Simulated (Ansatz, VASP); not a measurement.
# Cross-check of Ca2C between VASP and Ansatz, part 2 of 2

Aim: how closely do two programs agree when they are given the same cell, functional and k mesh? The cell is generated by rule, not measured, and may not be a known phase. The cell is taken from a series of runs on this material, whose earlier steps may have relaxed, scaled, displaced or heated it; both programs get it as it stands.

VASP 6.6.1 and Ansatz 0.2.0.

So far: The starting structure; Ansatz: zone-centre phonons, PBEsol; VASP: zone-centre phonons, PBEsol.

### Step 3. VASP: zone-centre phonons, PBEsol (continued)

Level of this step: PBEsol; plane waves and PAW (C, Ca_sv); invented cell (VASP).

Numbers of over 12 decimals in the logs are rounded to 6 here.

From OUTCAR (step 3):

```text
ion  position               nearest neighbor table
   1  0.971  0.971  0.971-   4 2.27   3 2.39   5 2.39   6 2.39
   2  0.361  0.361  0.361-   3 2.47   5 2.47   6 2.47
   3  0.283  0.830  0.283-   1 2.39   2 2.47
   4  0.725  0.725  0.725-   1 2.27
   5  0.830  0.283  0.283-   1 2.39   2 2.47
   6  0.283  0.283  0.830-   1 2.39   2 2.47

  LATTYP: Found a trigonal (rhomboedric) cell.
 ALAT       =     5.1634880533
 COS(alpha) =     0.0304569953

 Subroutine GETGRP returns: Found  6 space group operations
 (whereof  6 operations were pure point group operations)

The static configuration has the point symmetry C_3v.

 Found     32 irreducible k-points:

   k-points           NKPTS =     32   k-points in BZ     NKDIM =     32   number of bands    NBANDS=     30

   dimension x,y,z NGX =    42 NGY =   42 NGZ =   42
   dimension x,y,z NGXF=    84 NGYF=   84 NGZF=   84

   ENCUT  =  600.0 eV  44.10 Ry    6.64 a.u.  10.31 10.31 10.31*2*pi/ulx,y,z

   NELECT =      48.0000    total number of electrons

 k-points in reciprocal lattice and weights: Automatic mesh
   0.00000000  0.00000000  0.00000000       0.005
   0.16666667  0.00000000  0.00000000       0.028
   0.33333333  0.00000000  0.00000000       0.028
   0.50000000  0.00000000 -0.00000000       0.014
   0.16666667  0.16666667  0.00000000       0.028
   0.33333333  0.16666667 -0.00000000       0.056
   0.50000000  0.16666667  0.00000000       0.056
  -0.33333333  0.16666667  0.00000000       0.056
  -0.16666667  0.16666667  0.00000000       0.028
[...]
-0.33333333  0.50000000  0.33333333       0.028
   0.50000000  0.50000000  0.50000000       0.005

 average (electrostatic) potential at core
       1 -50.9740       2 -50.9542       3 -45.8586       4 -46.9861       5 -45.8586
       6 -45.8586

  Total        0.1280365      0.1280365      0.1985890      0.0000000      0.0000000      0.0000000
  in kB        1.4921339      1.4921339      2.3143506      0.0000000      0.0000000      0.0000000
  external PRESSURE =       1.7662062 kB  Pullay stress =       0.0000000 kB

  energy-cutoff  :      600.00
  volume of cell :      137.48
      direct lattice vectors                 reciprocal lattice vectors
[...]
0.00000      0.00000      3.32198        -0.000000     -0.000000     -0.010575
     -1.96643      1.13532      4.28524         0.005868     -0.003388      0.015615
      0.00000      0.00000      6.68215        -0.000000     -0.000000     -0.029339
      1.96643      1.13532      4.28524        -0.005868     -0.003388      0.015615
      0.00000     -2.27064      4.28524        -0.000000      0.006775      0.015615
 -----------------------------------------------------------------------------------
    total drift:                               -0.000000      0.000000      0.000363

 Eigenvectors and eigenvalues of the dynamical matrix
 ----------------------------------------------------

   1 f  =   17.078830 THz   107.309454 2PiTHz  569.688448 cm-1    70.632334 meV
             X         Y         Z           dx          dy          dz
      0.000000  0.000000  8.947386    -0.000000    0.000000    0.937018
      0.000000  0.000000  3.321977    -0.000000   -0.000000   -0.085184
     -1.966429  1.135318  4.285239    -0.052138    0.030102   -0.052475
      0.000000  0.000000  6.682154     0.000000   -0.000000   -0.309201
      1.966429  1.135318  4.285239     0.052138    0.030102   -0.052475
      0.000000 -2.270637  4.285239    -0.000000   -0.060204   -0.052475

   2 f  =   10.686601 THz    67.145895 2PiTHz  356.466644 cm-1    44.196211 meV
             X         Y         Z           dx          dy          dz
      0.000000  0.000000  8.947386    -0.000000   -0.139896    0.000000
      0.000000  0.000000  3.321977     0.000000    0.930792    0.000000
     -1.966429  1.135318  4.285239     0.080031   -0.120619   -0.010008
      0.000000  0.000000  6.682154     0.000000    0.065901    0.000000
      1.966429  1.135318  4.285239    -0.080031   -0.120619   -0.010008
      0.000000 -2.270637  4.285239    -0.000000   -0.259237    0.020015

   3 f  =   10.686601 THz    67.145895 2PiTHz  356.466644 cm-1    44.196211 meV
             X         Y         Z           dx          dy          dz
      0.000000  0.000000  8.947386    -0.139896    0.000000   -0.000000
      0.000000  0.000000  3.321977     0.930792   -0.000000   -0.000000
     -1.966429  1.135318  4.285239    -0.213031    0.080031    0.017334
      0.000000  0.000000  6.682154     0.065901   -0.000000    0.000000
      1.966429  1.135318  4.285239    -0.213031   -0.080031   -0.017334
      0.000000 -2.270637  4.285239    -0.074413    0.000000   -0.000000

   4 f  =   10.293445 THz    64.675621 2PiTHz  343.352357 cm-1    42.570248 meV
             X         Y         Z           dx          dy          dz
      0.000000  0.000000  8.947386     0.000000    0.779059   -0.000000
      0.000000  0.000000  3.321977    -0.000000   -0.041723    0.000000
     -1.966429  1.135318  4.285239     0.221920   -0.031798    0.136610
      0.000000  0.000000  6.682154     0.000000    0.075052    0.000000
      1.966429  1.135318  4.285239    -0.221920   -0.031798    0.136610
      0.000000 -2.270637  4.285239     0.000000   -0.416174   -0.273219

   5 f  =   10.293445 THz    64.675621 2PiTHz  343.352357 cm-1    42.570248 meV
             X         Y         Z           dx          dy          dz
      0.000000  0.000000  8.947386     0.779059   -0.000000    0.000000
      0.000000  0.000000  3.321977    -0.041723    0.000000    0.000000
     -1.966429  1.135318  4.285239    -0.288049    0.221920   -0.236615
      0.000000  0.000000  6.682154     0.075052   -0.000000    0.000000
      1.966429  1.135318  4.285239    -0.288049   -0.221920    0.236615
      0.000000 -2.270637  4.285239     0.096328    0.000000    0.000000

   6 f  =    8.639774 THz    54.285302 2PiTHz  288.191845 cm-1    35.731219 meV
             X         Y         Z           dx          dy          dz
      0.000000  0.000000  8.947386    -0.000000   -0.000000    0.032289
      0.000000  0.000000  3.321977    -0.000000   -0.000000    0.144593
     -1.966429  1.135318  4.285239    -0.418683    0.241727   -0.175345
      0.000000  0.000000  6.682154    -0.000000   -0.000000    0.429688
      1.966429  1.135318  4.285239     0.418683    0.241727   -0.175345
      0.000000 -2.270637  4.285239     0.000000   -0.483453   -0.175345

   7 f  =    7.535128 THz    47.344606 2PiTHz  251.344815 cm-1    31.162771 meV
             X         Y         Z           dx          dy          dz
      0.000000  0.000000  8.947386    -0.000000   -0.000000   -0.109466
      0.000000  0.000000  3.321977    -0.000000    0.000000   -0.861988
     -1.966429  1.135318  4.285239    -0.164450    0.094945    0.207299
      0.000000  0.000000  6.682154    -0.000000   -0.000000   -0.088880
      1.966429  1.135318  4.285239     0.164450    0.094945    0.207299
      0.000000 -2.270637  4.285239     0.000000   -0.189890    0.207299

   8 f  =    6.365007 THz    39.992519 2PiTHz  212.313781 cm-1    26.323542 meV
             X         Y         Z           dx          dy          dz
      0.000000  0.000000  8.947386    -0.016993   -0.000000    0.000000
      0.000000  0.000000  3.321977     0.030212    0.000001   -0.000000
     -1.966429  1.135318  4.285239     0.059078   -0.321503   -0.446290
      0.000000  0.000000  6.682154     0.372784    0.000008    0.000000
      1.966429  1.135318  4.285239     0.059091    0.321490    0.446301
      0.000000 -2.270637  4.285239    -0.497764    0.000005   -0.000011

   9 f  =    6.365007 THz    39.992519 2PiTHz  212.313781 cm-1    26.323542 meV
             X         Y         Z           dx          dy          dz
      0.000000  0.000000  8.947386     0.000000   -0.016993    0.000000
      0.000000  0.000000  3.321977    -0.000001    0.030212   -0.000000
     -1.966429  1.135318  4.285239    -0.321498   -0.312141    0.257679
      0.000000  0.000000  6.682154    -0.000008    0.372784    0.000000
      1.966429  1.135318  4.285239     0.321495   -0.312154    0.257660
      0.000000 -2.270637  4.285239     0.000011    0.244701   -0.515338

  10 f  =    4.301449 THz    27.026803 2PiTHz  143.480906 cm-1    17.789357 meV
             X         Y         Z           dx          dy          dz
      0.000000  0.000000  8.947386     0.000000    0.000000    0.209405
      0.000000  0.000000  3.321977    -0.000000   -0.000000   -0.403946
     -1.966429  1.135318  4.285239     0.211997   -0.122396   -0.198214
      0.000000  0.000000  6.682154     0.000000    0.000000    0.703804
      1.966429  1.135318  4.285239    -0.211997   -0.122396   -0.198214
      0.000000 -2.270637  4.285239    -0.000000    0.244793   -0.198214

  11 f  =    3.988566 THz    25.060898 2PiTHz  133.044232 cm-1    16.495375 meV
             X         Y         Z           dx          dy          dz
      0.000000  0.000000  8.947386     0.000002   -0.215089    0.000000
      0.000000  0.000000  3.321977    -0.000001    0.102579   -0.000000
     -1.966429  1.135318  4.285239     0.104600    0.270626    0.271582
      0.000000  0.000000  6.682154     0.000004   -0.569494    0.000000
      1.966429  1.135318  4.285239    -0.104602    0.270628    0.271575
      0.000000 -2.270637  4.285239    -0.000002    0.089453   -0.543157

  12 f  =    3.988566 THz    25.060898 2PiTHz  133.044232 cm-1    16.495375 meV
             X         Y         Z           dx          dy          dz
      0.000000  0.000000  8.947386    -0.215089   -0.000002    0.000000
      0.000000  0.000000  3.321977     0.102579    0.000001   -0.000000
     -1.966429  1.135318  4.285239     0.149845    0.104603   -0.470385
      0.000000  0.000000  6.682154    -0.569494   -0.000004    0.000000
      1.966429  1.135318  4.285239     0.149843   -0.104599    0.470389
      0.000000 -2.270637  4.285239     0.331019    0.000001   -0.000004

  13 f  =    3.712308 THz    23.325118 2PiTHz  123.829260 cm-1    15.352865 meV
             X         Y         Z           dx          dy          dz
      0.000000  0.000000  8.947386     0.000000   -0.000000    0.000000
      0.000000  0.000000  3.321977     0.000000    0.000000   -0.000000
     -1.966429  1.135318  4.285239    -0.288675   -0.500000    0.000000
      0.000000  0.000000  6.682154     0.000000   -0.000000    0.000000
      1.966429  1.135318  4.285239    -0.288675    0.500000   -0.000000
      0.000000 -2.270637  4.285239     0.577350    0.000000   -0.000000
    [... 43 further lines ...]
      1.966429  1.135318  4.285239     0.282899   -0.106451   -0.088069
      0.000000 -2.270637  4.285239    -0.000021    0.383491    0.176114

 ELASTIC MODULI CONTR FROM IONIC RELAXATION (kBar)
 Direction    XX          YY          ZZ          XY          YZ          ZX
 --------------------------------------------------------------------------------
 XX        -325.2684     18.7806    -19.7806     -0.0000     22.2608      0.0000
 YY          18.7806   -325.2684    -19.7806     -0.0000    -22.2608      0.0000
 ZZ         -19.7806    -19.7806   -555.2777     -0.0000     -0.0000      0.0000
 XY          -0.0000      0.0000     -0.0000   -172.0685      0.0000     22.0471
 YZ          22.2608    -22.2608     -0.0000      0.0000   -192.1811     -0.0000
 ZX           0.0000      0.0000      0.0000     22.0471     -0.0000   -173.7620
 --------------------------------------------------------------------------------
```

### Step 4. Side by side

Known differences besides the potentials themselves: the cutoff is 420 eV in Ansatz and 600 eV in VASP; Ansatz makes its cores anew for this functional, VASP keeps those of its PBE data sets. Total energies have different zeros and are not compared.

The two programs side by side:

```tsv
quantity	Ansatz	VASP	difference
optical mode 1 to 2 (imaginary, printed as negative) (cm⁻¹)	-55.0	-54.7	-0.2
optical mode 3 (cm⁻¹)	123.5	123.8	-0.26 %
optical mode 4 to 5 (cm⁻¹)	132.8	133.0	-0.20 %
optical mode 6 (cm⁻¹)	142.3	143.5	-0.80 %
optical mode 7 to 8 (cm⁻¹)	211.5	212.3	-0.37 %
optical mode 9 (cm⁻¹)	248.3	251.3	-1.22 %
optical mode 10 (cm⁻¹)	286.4	288.2	-0.63 %
optical mode 11 to 12 (cm⁻¹)	341.0	343.4	-0.70 %
optical mode 13 to 14 (cm⁻¹)	353.8	356.5	-0.74 %
optical mode 15 (cm⁻¹)	565.9	569.7	-0.67 %
```

Modes are paired by rising frequency, not by their patterns, so a pair may set unlike modes beside each other; they are those without the splitting of longitudinal modes.

### Step 5. Results

| Property | Result |
| --- | --- |
| r.m.s. difference of the optical zone-centre modes, each program's sorted by frequency (zone-centre phonons, PBEsol) | 1.9 cm⁻¹ |
| difference in optical mode 9 (zone-centre phonons, PBEsol) | -1.2 % |

**Reading.** The r.m.s. difference of the optical zone-centre modes, each program's sorted by frequency is 1.9 cm⁻¹ (zone-centre phonons, PBEsol). Among the rows given in per cent, the largest difference of the zone-centre phonons, PBEsol pair is in optical mode 9, -1.2 %. Such differences can come from data sets, numerical settings and the points named under the comparisons, not from the functional's error against experiment.

[Lines on the potential files, build, host, timing and source positions are cut from VASP's logs without a mark.]

[Logs are printed without paths, hosts, clocks, repeated set-up lines and the standing remarks that a program may print on its own settings, such as how far it seeks lower states.]

[Hosts, paths, dates, database ids (printed as entryN), source tags and the programs' standing remarks are cut or masked in the printed files.]
